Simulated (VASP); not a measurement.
Level of theory: LDA (Ceperley-Alder, Perdew-Zunger), VASP's LDA PAW potentials (set 64) (plane waves; VASP).

The input files of a VASP run:

### INCAR
```
# general
SYSTEM  = CeO2
PREC    = Accurate
ENCUT   = 620
LREAL   = .FALSE.
LASPH   = .TRUE.

# electronic loop
EDIFF   = 1E-6
NELM    = 100
ALGO    = Normal
LMAXMIX = 6

# smearing
ISMEAR  = 0
SIGMA   = 0.05

# ions
IBRION  = 2
NSW     = 40
ISIF    = 3
EDIFFG  = -0.02
PSTRESS = 200

# output
LWAVE   = .FALSE.
LCHARG  = .FALSE.
```

**POSCAR**
```
CeO2
1
   -0.0000000000     2.6085034450     2.6085034450
    2.6085034450     0.0000000000     2.6085034450
    2.6085034450     2.6085034450     0.0000000000
Ce O
1 2
Direct
  0.0000000000   0.0000000000   0.0000000000
  0.2500000000   0.2500000000   0.2500000000
  0.7500000000   0.7500000000   0.7500000000
```

File KPOINTS:
```
Automatic mesh
0
Gamma
7 7 7
0 0 0
```

POTCAR, in this order: Ce O (LDA.64 set). Program: vasp_std.

Output

### OUTCAR
```
 ion  position               nearest neighbor table
   1  0.000  0.000  0.000-   3 2.26   3 2.26   3 2.26   2 2.26   3 2.26   2 2.26   2 2.26   2 2.26
  LATTYP: Found a face centered cubic cell.
 ALAT       =     5.2170068900
 Subroutine PRICEL returns:
 Original cell was already a primitive cell.
 Subroutine GETGRP returns: Found 48 space group operations
The static configuration has the point symmetry O_h .
The dynamic configuration has the point symmetry O_h .
 Subroutine INISYM returns: Found 48 space group operations
 Subroutine IBZKPT returns following result:
 Found     20 irreducible k-points:

 Following reciprocal coordinates:
            Coordinates               Weight
  0.000000  0.000000  0.000000      1.000000
  0.142857  0.000000  0.000000      8.000000
  0.285714  0.000000  0.000000      8.000000
  0.428571  0.000000  0.000000      8.000000
  0.142857  0.142857  0.000000      6.000000
  0.285714  0.142857  0.000000     24.000000
  0.428571  0.142857  0.000000     24.000000
 -0.428571  0.142857  0.000000     24.000000
 -0.285714  0.142857  0.000000     24.000000
 -0.142857  0.142857  0.000000     12.000000
  0.285714  0.285714  0.000000      6.000000
  0.428571  0.285714  0.000000     24.000000
 -0.428571  0.285714  0.000000     24.000000
 -0.285714  0.285714  0.000000     12.000000
  0.428571  0.428571  0.000000      6.000000
 -0.428571  0.428571  0.000000     12.000000
  0.428571  0.285714  0.142857     24.000000
 -0.428571  0.285714  0.142857     48.000000
 -0.428571  0.428571  0.142857     24.000000
 -0.285714  0.428571  0.142857     24.000000
   k-points           NKPTS =     20   k-points in BZ     NKDIM =     20   number of bands    NBANDS=     16
   number of dos      NEDOS =    301   number of ions     NIONS =      3
   total plane-waves  NPLWV =  27000
   dimension x,y,z NGX =    30 NGY =   30 NGZ =   30
   dimension x,y,z NGXF=    60 NGYF=   60 NGZF=   60
...
```

**OSZICAR**
```
       N       E                     dE             d eps       ncg     rms          rms(c)
DAV:   1     0.218055847299E+03    0.21806E+03   -0.13051E+04   648   0.218E+03
DAV:   2     0.296488709506E+00   -0.21776E+03   -0.20907E+03   968   0.316E+02
DAV:   3    -0.326703817699E+02   -0.32967E+02   -0.28023E+02   760   0.139E+02
DAV:   4    -0.339214489310E+02   -0.12511E+01   -0.12509E+01  1016   0.294E+01
DAV:   5    -0.339886248807E+02   -0.67176E-01   -0.67174E-01  1040   0.589E+00    0.164E+03
DAV:   6    -0.307114981236E+02    0.32771E+01   -0.74643E+01   936   0.591E+01    0.365E+02
DAV:   7    -0.422604316246E+02   -0.11549E+02   -0.32887E+02   952   0.226E+02    0.824E+02
DAV:   8    -0.358664057285E+02    0.63940E+01   -0.12265E+01   896   0.426E+01    0.602E+02
DAV:   9    -0.309972247904E+02    0.48692E+01   -0.94151E+00  1008   0.271E+01    0.428E+02
DAV:  10    -0.330617477454E+02   -0.20645E+01   -0.18240E+00  1024   0.155E+01    0.586E+02
DAV:  11    -0.304988275811E+02    0.25629E+01   -0.19383E+00  1016   0.154E+01    0.443E+02
DAV:  12    -0.286361033123E+02    0.18627E+01   -0.10474E+01   912   0.297E+01    0.983E+01
DAV:  13    -0.289941261792E+02   -0.35802E+00   -0.40110E+00  1064   0.206E+01    0.250E+02
DAV:  14    -0.286997844218E+02    0.29434E+00   -0.35401E+00   984   0.167E+01    0.111E+02
DAV:  15    -0.287774447544E+02   -0.77660E-01   -0.21327E+00   936   0.139E+01    0.151E+02
DAV:  16    -0.286874953832E+02    0.89949E-01   -0.13074E+00   952   0.101E+01    0.643E+01
DAV:  17    -0.286894647507E+02   -0.19694E-02   -0.42963E-01   984   0.603E+00    0.561E+01
DAV:  18    -0.286789854927E+02    0.10479E-01   -0.18623E-01   976   0.383E+00    0.237E+01
DAV:  19    -0.286777268838E+02    0.12586E-02   -0.37388E-02  1008   0.178E+00    0.114E+01
DAV:  20    -0.286774372943E+02    0.28959E-03   -0.94399E-03  1040   0.882E-01    0.718E+00
DAV:  21    -0.286772663113E+02    0.17098E-03   -0.12911E-03   952   0.342E-01    0.784E-01
DAV:  22    -0.286772795459E+02   -0.13235E-04   -0.11188E-04  1048   0.974E-02    0.292E+00
DAV:  23    -0.286772597347E+02    0.19811E-04   -0.10429E-04   952   0.945E-02    0.959E-01
DAV:  24    -0.286772594927E+02    0.24196E-06   -0.22952E-06   816   0.110E-02
   1 F= -.24246036E+02 E0= -.24246036E+02  d E =-.242460E+02
```

File OUTCAR:
```
------------------------ aborting loop because EDIFF is reached ----------------------------------------
  FORCE on cell =-STRESS in cart. coord.  units (eV):
  Direction    XX          YY          ZZ          XY          YZ          ZX
  --------------------------------------------------------------------------------------
  Total        4.4642539      4.4642539      4.4642539      0.0000000      0.0000000     -0.0000000
  in kB      201.4908050    201.4908050    201.4908050      0.0000000      0.0000000     -0.0000000
  external PRESSURE =       1.4908050 kB  Pullay stress =     200.0000000 kB
  volume of cell :       35.50
      direct lattice vectors                 reciprocal lattice vectors
     0.000000000  2.608503445  2.608503445    -0.191680790  0.191680790  0.191680790
     2.608503445  0.000000000  2.608503445     0.191680790 -0.191680790  0.191680790
     2.608503445  2.608503445  0.000000000     0.191680790  0.191680790 -0.191680790
 POSITION                                       TOTAL-FORCE (eV/Angst)
 -----------------------------------------------------------------------------------
      0.00000      0.00000      0.00000        -0.000000     -0.000000     -0.000000
      1.30425      1.30425      1.30425        -0.000000     -0.000000      0.000000
      3.91276      3.91276      3.91276         0.000000      0.000000     -0.000000
 -----------------------------------------------------------------------------------
    total drift:                                0.000000     -0.000000      0.000000
  FREE ENERGIE OF THE ION-ELECTRON SYSTEM (eV)
  ---------------------------------------------------
  free  energy   TOTEN  =       -28.6772594927 eV

  energy  without entropy=      -28.6772594927  energy(sigma->0) =      -28.67725949
  enthalpy is  TOTEN    =       -24.2460360185 eV   P V=        4.4312234742

 reached required accuracy - stopping structural energy minimisation
```
(Selected blocks of OUTCAR.)

**OUTCAR**
```
 val. band max:        6.2375385104   @ k =  -0.2857   0.2857   0.0000

 cond. band min:       8.4260651435   @ k =  -0.4286   0.1429   0.0000


 Fermi energy:         6.5459097826

 k-point     1 :       0.0000    0.0000    0.0000
  band No.  band energies     occupation
      1     -25.8679      2.00000
      2     -10.0457      2.00000
      3      -9.1324      2.00000
      4      -7.9055      2.00000
      5      -7.9055      2.00000
      6      -7.9055      2.00000
      7       1.5697      2.00000
      8       1.5697      2.00000
      9       1.5697      2.00000
     10       5.3419      2.00000
     11       5.3419      2.00000
     12       5.3419      2.00000
     13       8.8226      0.00000
     14       8.8226      0.00000
     15       8.8226      0.00000
     16       9.2036      0.00000

 k-point     2 :       0.1429    0.0000    0.0000
  band No.  band energies     occupation
      1     -25.8018      2.00000
      2     -10.8617      2.00000
      3      -9.3389      2.00000
      4      -7.9825      2.00000
      5      -7.9825      2.00000
      6      -7.1142      2.00000
      7       1.7925      2.00000
      8       1.7925      2.00000
      9       2.2215      2.00000
     10       5.1665      2.00000
     11       5.2703      2.00000
     12       5.2703      2.00000
     13       8.7914      0.00000
     14       8.7914      0.00000
     15       8.8250      0.00000
     16       9.2276      0.00000

 k-point     3 :       0.2857    0.0000    0.0000
  band No.  band energies     occupation
      1     -25.6473      2.00000
      2     -12.0239      2.00000
      3      -9.7713      2.00000
      4      -8.1462      2.00000
      5      -8.1462      2.00000
      6      -5.9337      2.00000
      7       2.2414      2.00000
      8       2.2414      2.00000
      9       3.5906      2.00000
     10       4.9570      2.00000
     11       5.2038      2.00000
     12       5.2038      2.00000
     13       8.7127      0.00000
...
```

The compound is CeO2 in the fluorite structure. It was relaxed first under an external pressure of 20 GPa. The run is not spin-polarised, so no magnetic state was tried.
